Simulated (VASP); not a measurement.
Output of a VASP run:

File OSZICAR:
```
       N       E                     dE             d eps       ncg     rms          rms(c)
DAV:   1     0.154826589084E+02    0.15483E+02   -0.39668E+03   560   0.877E+02
DAV:   2    -0.925591135001E+01   -0.24739E+02   -0.23747E+02   872   0.107E+02
DAV:   3    -0.962397993696E+01   -0.36807E+00   -0.36807E+00   608   0.172E+01
DAV:   4    -0.962456954410E+01   -0.58961E-03   -0.58961E-03   848   0.770E-01
DAV:   5    -0.962456972380E+01   -0.17970E-06   -0.17970E-06   608   0.104E-02    0.440E+00
DAV:   6    -0.913534945745E+01    0.48922E+00   -0.16860E+00   584   0.652E+00    0.216E+00
DAV:   7    -0.908400317436E+01    0.51346E-01   -0.16746E-01   784   0.257E+00    0.902E-01
DAV:   8    -0.907730187917E+01    0.67013E-02   -0.30924E-02   704   0.121E+00    0.116E-01
DAV:   9    -0.907752861708E+01   -0.22674E-03   -0.51193E-04   664   0.193E-01    0.734E-02
DAV:  10    -0.907764953504E+01   -0.12092E-03   -0.25220E-04   560   0.133E-01    0.176E-02
DAV:  11    -0.907765394574E+01   -0.44107E-05   -0.51031E-06   816   0.239E-02    0.153E-02
DAV:  12    -0.907765329115E+01    0.65459E-06   -0.25346E-06   568   0.950E-03    0.147E-03
DAV:  13    -0.907765331911E+01   -0.27957E-07   -0.77082E-08   320   0.260E-03
   1 F= -.90776533E+01 E0= -.90776533E+01  d E =-.116657E-11
```

OUTCAR:
```
------------------------ aborting loop because EDIFF is reached ----------------------------------------
  FORCE on cell =-STRESS in cart. coord.  units (eV):
  Direction    XX          YY          ZZ          XY          YZ          ZX
  --------------------------------------------------------------------------------------
  Total       -0.6523107     -0.6523107     -0.6523107     -0.0000000     -0.0000000      0.0000000
  in kB      -36.1315143    -36.1315143    -36.1315143     -0.0000000     -0.0000000      0.0000000
  external PRESSURE =     -36.1315143 kB  Pullay stress =       0.0000000 kB
  volume of cell :       28.93
      direct lattice vectors                 reciprocal lattice vectors
     0.000000000  2.436405884  2.436405884    -0.205220322  0.205220322  0.205220322
     2.436405884  0.000000000  2.436405884     0.205220322 -0.205220322  0.205220322
     2.436405884  2.436405884  0.000000000     0.205220322  0.205220322 -0.205220322
  FREE ENERGIE OF THE ION-ELECTRON SYSTEM (eV)
  ---------------------------------------------------
  free  energy   TOTEN  =        -9.0776533191 eV

  energy  without entropy=       -9.0776533191  energy(sigma->0) =       -9.07765332
```
(Selected blocks of OUTCAR.)

**POSCAR**
```
BAs
1
    0.0000000000     2.4364058840     2.4364058840
    2.4364058840     0.0000000000     2.4364058840
    2.4364058840     2.4364058840     0.0000000000
B As
1 1
Direct
  0.0000000000   0.0000000000   0.0000000000
  0.2500000000   0.2500000000   0.2500000000
```

Question: Write an INCAR and KPOINTS that could have produced this output.

Answer: One answer among several that fit: the input of the run itself, optB88-vdW, plane waves, VASP's PBE PAW potentials (set 64).

File KPOINTS:
```
Regular mesh
0
Gamma
 9 9 9
0 0 0
```

### INCAR
```
PREC = Accurate
PARAM1 = 0.1833333333
LMAXMIX = 4
LCHARG = F
SIGMA = 0.05
LREAL = F   # projection in real space or not
GGA = BO
ISMEAR = 0
EDIFF = 1E-7
PARAM2 = 0.22
ALGO = Normal
ENCUT = 520
NELM = 100   # most electronic steps
LUSE_VDW = T
SYSTEM = BAs
LWAVE = F
ISIF = 2   # forces and stress, cell fixed
LASPH = T   # aspherical one-centre terms
AGGAC = 0.0
```

POTCAR, in this order: B As (PBE.64 set). Program: vasp_std.

The compound is BAs in the zinc blende structure. This cell is one point of a volume scan, at 1.03 of the reference volume.
